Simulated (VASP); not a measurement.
VASP input:

**POSCAR**
```
InAs
1
    0.0000000000     3.0300000000     3.0300000000
    3.0300000000     0.0000000000     3.0300000000
    3.0300000000     3.0300000000     0.0000000000
In As
1 1
Direct
  0.0000000000   0.0000000000   0.0000000000
  0.2500000000   0.2500000000   0.2500000000
```

KPOINTS:
```
k-points along high-symmetry lines
6
Line-mode
Reciprocal
  0.000000   0.000000   0.000000 ! GAMMA
 -0.500000  -0.500000   0.000000 ! X

 -0.500000  -0.500000   0.000000 ! X
 -0.375000  -0.375000   0.250000 ! U

 -0.375000  -0.000000   0.375000 ! K
  0.000000   0.000000   0.000000 ! GAMMA

  0.000000   0.000000   0.000000 ! GAMMA
 -0.000000  -0.000000   0.500000 ! L

 -0.000000  -0.000000   0.500000 ! L
 -0.500000  -0.250000   0.250000 ! W

 -0.500000  -0.250000   0.250000 ! W
 -0.500000  -0.500000   0.000000 ! X
```

**INCAR**
```
SYSTEM = InAs
PREC = Accurate
ENCUT = 400
EDIFF = 1E-6
NELM = 100
ALGO = Normal
LREAL = .FALSE.
LASPH = .TRUE.
ISMEAR = 0
SIGMA = 0.05
GGA = PE
LMAXMIX = 4
LWAVE = .FALSE.
LCHARG = .FALSE.
ISIF = 2
```

POTCAR, in this order: In_d As (PBE.64 set). Program: vasp_std.

What happens when VASP runs on this input?

There is a fault: a line-mode KPOINTS file was used for a self-consistent run. The run ends without an error. Against the sound run, the energy per atom (σ→0) goes up by 0.677 eV/atom; the pressure rises by 5.90 GPa.

File standard output:
```
 POSCAR found type information on POSCAR InAs
 POSCAR found :  2 types and       2 ions
 Reading from existing POTCAR
 Reading from existing POTCAR
 LDA part: xc-table for (Slater+PW92), standard interpolation
 POSCAR, INCAR and KPOINTS ok, starting setup
 WAVECAR not read
 entering main loop
       N       E                     dE             d eps       ncg     rms          rms(c)
DAV:   1     0.105253860849E+03    0.10525E+03   -0.73763E+03   952   0.122E+03
DAV:   2     0.771540575264E+00   -0.10448E+03   -0.10148E+03   961   0.290E+02
DAV:   3    -0.650421145685E+01   -0.72758E+01   -0.71979E+01  1256   0.844E+01
DAV:   4    -0.668156624531E+01   -0.17735E+00   -0.17711E+00  1129   0.152E+01
DAV:   5    -0.668718199719E+01   -0.56158E-02   -0.56153E-02  1295   0.215E+00    0.478E+00
DAV:   6    -0.633331486471E+01    0.35387E+00   -0.96552E-01  1331   0.142E+01    0.276E+00
DAV:   7    -0.630984925137E+01    0.23466E-01   -0.16119E-01  1266   0.279E+00    0.102E+00
DAV:   8    -0.631107208403E+01   -0.12228E-02   -0.10374E-02  1106   0.112E+00    0.228E-01
DAV:   9    -0.631200318416E+01   -0.93110E-03   -0.11097E-03  1076   0.245E-01    0.126E-01
DAV:  10    -0.631219636443E+01   -0.19318E-03   -0.25782E-04  1101   0.211E-01    0.501E-02
DAV:  11    -0.631225448808E+01   -0.58124E-04   -0.12092E-04  1076   0.910E-02    0.168E-02
DAV:  12    -0.631225459636E+01   -0.10829E-06   -0.18114E-06   991   0.136E-02
   1 F= -.63122546E+01 E0= -.63090334E+01  d E =-.644233E-02
```

File OUTCAR:
```
------------------------ aborting loop because EDIFF is reached ----------------------------------------
  FORCE on cell =-STRESS in cart. coord.  units (eV):
  Direction    XX          YY          ZZ          XY          YZ          ZX
  --------------------------------------------------------------------------------------
  Total        3.3028148      3.3028148      3.3028148      0.0000000      0.0000000      0.0000000
  in kB       95.1123525     95.1123525     95.1123525      0.0000000      0.0000000      0.0000000
  external PRESSURE =      95.1123525 kB  Pullay stress =       0.0000000 kB
  volume of cell :       55.64
      direct lattice vectors                 reciprocal lattice vectors
     0.000000000  3.030000000  3.030000000    -0.165016502  0.165016502  0.165016502
     3.030000000  0.000000000  3.030000000     0.165016502 -0.165016502  0.165016502
     3.030000000  3.030000000  0.000000000     0.165016502  0.165016502 -0.165016502
  FREE ENERGIE OF THE ION-ELECTRON SYSTEM (eV)
  ---------------------------------------------------
  free  energy   TOTEN  =        -6.3122545964 eV

  energy  without entropy=       -6.3058122615  energy(sigma->0) =       -6.30903343
```
(Selected blocks of OUTCAR.)

To mend it, correct KPOINTS.
### KPOINTS
```
Automatic mesh
0
Gamma
6 6 6
0 0 0
```
The mended run (PBE GGA, plane waves, VASP's PBE PAW potentials (set 64)) converges, and its OSZICAR ends with
```
   1 F= -.76625423E+01 E0= -.76623637E+01  d E =-.357089E-03
```

The compound is InAs in the zinc blende structure. The cell was not relaxed at this level.
